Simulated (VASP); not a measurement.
LiTiB4:

```xyz
6
Lattice="3.0210 0.0000 0.0000 -1.5105 2.6162 0.0000 0.0000 0.0000 6.7608" Properties=species:S:1:pos:R:3 pbc="T T T"
Li    0.0000    0.0000    3.3804
Ti    0.0000    0.0000    0.0000
B     0.0000    1.7442    5.1879
B     1.5105    0.8721    5.1879
B     0.0000    1.7442    1.5730
B     1.5105    0.8721    1.5730
```

The cell was built by a generator and needn't be a form met in nature.

```yaml
Program: VASP 6.6.1
Task: relaxation of cell and atoms
Functional: PBEsol
Potentials_or_basis: VASP PAW PBE potentials, release 64 (Li_sv, Ti_sv, B)
Cutoff: 600 eV
k_mesh: 7 × 7 × 3
Occupations: fermi-dirac, width 0.05 eV
Spin: no spin polarisation
```

At the start: pressure -3.3 GPa; volume 8.91 Å³/atom.

Task: Where does the relaxation end?

Result: Over 7 steps the energy falls by 2.4 meV/atom and the volume is 8.72 Å³/atom (-2.1 %); space group P6/mmm (No. 191, to 0.05 Å).

The path:
```
step  energy change (eV)  largest force (eV/Å)  pressure (GPa)  volume (Å³)
   1              0.0000                0.1234           -3.30        53.43
   2             -0.0102                0.0556            1.53        52.03
   3             -0.0122                0.0026            0.35        52.43
   4             -0.0139                0.0306           -0.06        52.43
   5             -0.0139                0.0333           -0.08        52.43
   6             -0.0141                0.0253           -0.08        52.39
   7             -0.0144                0.0037           -0.09        52.29
```

Final structure:
```cif
data_structure
_symmetry_space_group_name_H-M 'P 1'
_symmetry_Int_Tables_number 1
_cell_length_a 3.0124
_cell_length_b 3.0124
_cell_length_c 6.6541
_cell_angle_alpha 90.000
_cell_angle_beta 90.000
_cell_angle_gamma 120.000
_cell_volume 52.29
loop_
_atom_site_label
_atom_site_type_symbol
_atom_site_fract_x
_atom_site_fract_y
_atom_site_fract_z
_atom_site_occupancy
Li1 Li 0.00000 0.00000 0.50000 1
Ti1 Ti 0.00000 0.00000 0.00000 1
B1 B 0.33333 0.66667 0.76714 1
B2 B 0.66667 0.33333 0.76714 1
B3 B 0.33333 0.66667 0.23286 1
B4 B 0.66667 0.33333 0.23286 1
```

Caveat: the cutoff is under 1.25 times the usual one of these potentials, so pressure, stress and relaxed cells hold a basis-set (Pulay) error; the PAW data sets were made with another functional, which shifts forces and pressure a little.
